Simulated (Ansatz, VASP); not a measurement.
# TaN in two plane-wave programs

Wanted: the spread between two codes on one cell, functional and k mesh. The cell is taken from a series of runs on this material, whose earlier steps may have relaxed, scaled, displaced or heated it; both programs get it as it stands.

Program: Ansatz 0.2.0. Level of theory: plane waves, with VASP 6.6.1 beside it; zone-centre phonons at PBEsol. Results are calculated unless marked as measured.

## 1. The structure

The structure is hexagonal, space group P-6m2 (No. 187). The conventional cell has a = 2.929 Å, b = 2.929 Å, c = 2.842 Å, α = 90.00°, β = 90.00°, γ = 120.00°. N has 6 Ta at 2.21 Å nearest. Nearest to Ta lie 6 N at 2.21 Å. Farther neighbours and most contacts between anions are not listed.

Coordinates:

```
N Ta
1.0
     2.92917    0.00000    0.00000
    -1.46458    2.53673    0.00000
     0.00000    0.00000    2.84190
N Ta
1 1
Direct
  0.66667 0.33333 0.00000
  0.00000 0.00000 0.50000
```

## 2. Ansatz: zone-centre phonons, PBEsol

Ansatz runs on its PAW soft_1 files.

Second derivatives magnify differences that forces hide, and they need a tight electronic threshold.

Contents of input.yaml:

```yaml
crystal:
  lattice:
    - [2.9291673918, 0.0, 0.0]
    - [-1.4645836959, 2.5367333733, 0.0]
    - [0.0, 0.0, 2.8419005867]
  atoms:
    - { symbol: "N", position: [0.6666666663, 0.3333333337, 0.0] }
    - { symbol: Ta, position: [3.0e-10, -3.0e-10, 0.5] }
kpoints:
  mp_grid: { grid: [18, 18, 16] }
hamiltonian:
  xc: pbesol
  pseudopotentials: { kind: paw, azcp: { folder: soft_1 }, xc_functional: pbe }
scf:
  occupations: { method: methfessel_paxton, width: 0.2 }
output:
  eigenvalues: true
phonons:
  method: dfpt
```

Launch:

```
ansatz run input.yaml --threads 4 --pin off --max-ram 10240MiB --backend cpu --events-out ev --progress --plain --runs-dir out
```

Numbers of over 12 decimals in the logs are rounded to 6 here.

What it wrote:

```text
zone centre: on kpoints.mp_grid the ground state, and the responses unless they are solved on pairs of k-points, stand on 819 of the mesh's 5184 k-points, reduced under 4 symmetry operations, with k and −k counted as one. Each operation leaves every solved displacement unchanged or reverses it
Engine: ansatz 0.2.0, x86_64-unknown-linux-gnu
Pseudopotentials: kind: paw
Pseudopotential: N, paw, valence charge 5, recommended cutoff 420 eV (normal), soft_1/N.paw.azcp
Pseudopotential: Ta, paw, valence charge 13, recommended cutoff 420 eV (normal), soft_1/Ta.paw.azcp
Functional definition: PBEsol
  exchange = pbesol_x
  correlation = pbesol_c
Crystal: 2 atoms, lattice volume = 21.117 Å³
Basis set: ecut = 420 eV, 405 PW (Γ), exchange–correlation on 40×40×40 points (8 copies of the dense FFT grid, shifted against one another)
Bands: 13, of which v1, the nominal top of the filled ones, is band 9 counted from 1 (8 counted from 0)
Symmetry: 12 space group operations
k-points: 819 of 5184 (irreducible under 4 space group operations, time reversal used)
Non-local potential: N, projectors of the file, l = 0: 2, l = 1: 2, l = 2: 1
Non-local potential: Ta, projectors of the file, l = 0: 3, l = 1: 2, l = 2: 2, l = 3: 1
PAW form: soft (Blöchl's): semilocal exchange-correlation on the pseudo side does not see the compensation charge
PAW frozen core: N, regenerated for the run's functional, and the local potential with it (the file was generated under x = pbe(κ = 0.804, μ = 0.219515), c = pbe(β = 0.066725))
PAW frozen core: Ta, regenerated for the run's functional, and the local potential with it (the file was generated under x = pbe(κ = 0.804, μ = 0.219515), c = pbe(β = 0.066725))
PAW one-centre angular grid: N, 110 points (default); XC on 64 Gauss nodes
PAW one-centre angular grid: Ta, 590 points (default); XC on 64 Gauss nodes
Initial density: superposition of atomic densities (chi_scale 0.1, normalization cell, long waves kept (reshape's long-wave potential 0.00 eV rms))
Initial wavefunctions: pseudopotential atomic-orbital guess
Functional: x = pbesol(κ = 0.804, μ = 0.123457), c = pbesol(β = 0.046)
SCF iter   1: F=—  HF=-10188.572411 eV  |F-HF|=—  |Δ(HF+E_count)|=         —  Δρ=4.87e-2  dr2=2.74e-1  ethr=3.10e-3  ⟨swp⟩=5.0  Hψ=52977  notcnv=0
preconditioner: auto → none  [metal: Δε(μ)=0.079 eV  Ē_g=11.365 eV  σ=0.200 eV  W_gap=0.33  n_scr=8 (ndim 8)  ℏωp=25.6 eV  f_vac=0.000  D(μ)=0.05/eV (n_scr^D=0)  sad-step TF]
SCF iter   2: F=—  HF=-10188.566747 eV  |F-HF|=—  |Δ(HF+E_count)|=   5.66e-3  S|Δr|=    0.00e0  Δρ=3.06e-2  dr2=1.19e-1  ethr=1.52e-3  ⟨swp⟩=1.0  Hψ=17199  notcnv=0
SCF iter   3: F=—  HF=-10188.554368 eV  |F-HF|=—  |Δ(HF+E_count)|=   1.24e-2  S|Δr|=    0.00e0  Δρ=1.67e-3  dr2=2.44e-4  ethr=6.62e-4  ⟨swp⟩=2.5  Hψ=14471  notcnv=0
SCF iter   4: F=—  HF=-10188.554491 eV  |F-HF|=—  |Δ(HF+E_count)|=   1.23e-4  S|Δr|=    0.00e0  Δρ=3.97e-4  dr2=2.84e-5  ethr=1.35e-6  ⟨swp⟩=2.5  Hψ=17283  notcnv=0
SCF iter   5: F=—  HF=-10188.554487 eV  |F-HF|=—  |Δ(HF+E_count)|=   4.81e-6  S|Δr|=    0.00e0  Δρ=3.94e-5  dr2=1.55e-7  ethr=1.58e-7  ⟨swp⟩=2.0  Hψ=13929  notcnv=0
SCF iter   6: F=—  HF=-10188.554487 eV  |F-HF|=—  |Δ(HF+E_count)|=   6.22e-7  S|Δr|=    0.00e0  Δρ=8.82e-6  dr2=5.32e-9  ethr=8.61e-10  ⟨swp⟩=2.0  Hψ=17230  notcnv=0
SCF iter   7: F=—  HF=-10188.554487 eV  |F-HF|=—  |Δ(HF+E_count)|=  3.37e-10  S|Δr|=    0.00e0  Δρ=1.34e-6  dr2=9.03e-11  ethr=2.96e-11  ⟨swp⟩=2.9  Hψ=17752  notcnv=0
SCF iter   8: F=-10188.554487 eV  HF=-10188.554487 eV  |F-HF|=1.82e-12  |Δ(HF+E_count)|=  2.91e-11  S|Δr|=    0.00e0  Δρ=8.10e-8  dr2=5.93e-13  ethr=1.00e-12  ⟨swp⟩=5.9  Hψ=45217  notcnv=0
the search or the solves at the SCF's close seem to have found levels that the self-consistency loop had missed (the run counts 2). By its estimate they hold under 1e-12 electrons; where the run keeps them, the occupations were computed again with them
SCF 1 converged in 8 iterations: F = -10188.554487 eV  dr2 = 5.93e-13
  greatest PAW one-centre occupation: 0.999 electrons in one spin orbital (limit 2), on the Ta atom at site 1 (counted from 0), in its partial waves of l = 0
DFPT response loops at Γ: preconditioner auto → Kerker (q_TF=auto, 2.657 Å⁻¹) (partly filled bands, converged f_vac=0.000); β = 1.00, the filter's whole step (`scf.mixing.beta` (0.50) is not read by the response loops under this deck's `scf.mixing.preconditioner`; to damp them name `kerker` or `kerker_dos`, under which they read `scf.mixing.beta`, and type it under 1.00, their step now; both keys bind the ground state too); Broyden in place of MSR1
SCF converged after 8 iterations
Stability not checked: this state was not tested for a lower state beside it, because cold or Methfessel-Paxton smearing, or corrected tetrahedra, fill the levels in a way that the test cannot read (fill_not_monotonic; see scf.lower_state_search)
Free energy (F): -10188.554487 eV
Harris-Foulkes:  -10188.554487 eV  (|F-HF|=1.82e-12)
Internal energy: -10188.555049 eV  (E = F + TS)
E sigma→0 (E₀):  -10188.554628 eV
Entropy (-TS):   0.000562 eV (0.281 meV/atom)
Fermi energy:    20.381758 eV
--- Per-component energies (eV) ---
  E_band       = -48.605240
  E_kinetic    = 524.501465
  E_local      = -578.013423  (includes V_loc(G=0)·N_el)
  E_nonlocal   = 26.459116
  E_hartree    = 207.239795
  E_xc         = -379.399987
  E_vxc        = -310.686513  (∫ρ·V_xc dr)
  E_paw        = -8304.679127  (= ΣΔE_a)
  E_vpaw       = -125.346381  (= ΣTr[D̂ρ^β])
  E_aug_tail   = 0.000901  (compensation charges beyond the density's cutoff)
  E_ewald      = -1684.905600
  E_core_change = 0.241812  (= ΣΔE_core)
  E_smearing   = 0.000562  (= −TS)
  E_closure    = 0.000000  (closes the sum)
  Σ components = -10188.554487   (vs F -10188.554487, Δ=0.00e0)
--- Band table (eV; the first three rows and the last of 819) ---
  k-point 0: bands = [... 5 lower, 15.6746, 15.6746, 16.1372, 17.5467, 22.6678, 24.1737, 24.1737, 24.5632]
  k-point 1: bands = [... 5 lower, 15.7083, 15.7083, 15.8419, 17.7892, 22.8142, 23.5071, 23.5071, 25.0756]
  k-point 2: bands = [... 5 lower, 15.1627, 15.8051, 15.8051, 18.3635, 22.6540, 22.6540, 23.2080, 25.4586]
  k-point 818: bands = [... 5 lower, 12.6390, 13.4501, 16.2366, 19.4167, 24.5776, 25.6901, 26.6386, 27.7409]
--- Phonons (Γ-DFPT): 4 representative perturbations + reference, on 819 of 5184 k-points (Σ response iterations 12) ---
  k mesh reduced under 4 symmetry operations, with k and −k counted as one. Each operation leaves every solved displacement unchanged or reverses it
  ASR residual: 3.319e-5 → 0.000e0 eV/Å²; symmetrization residual: 2.381e-6 eV/Å²
  ASR residual per site (eV/Å²): 1.51e-5 3.32e-5
  Γ frequencies (cm⁻¹): 0.00 0.00 0.00 540.99 540.99 569.76
  non-analytic LO–TO correction: not included (Born effective charges unavailable; polar crystals: no LO–TO splitting at Γ)
```

(Part 1 of 2 ends here.)

[Lines on the potential files, build, host, timing and source positions are cut from VASP's logs without a mark.]

[Logs are printed without paths, hosts, clocks, repeated set-up lines and the standing remarks that a program may print on its own settings, such as how far it seeks lower states.]

[Hosts, paths, dates, database ids (printed as entryN), source tags and the programs' standing remarks are cut or masked in the printed files.]
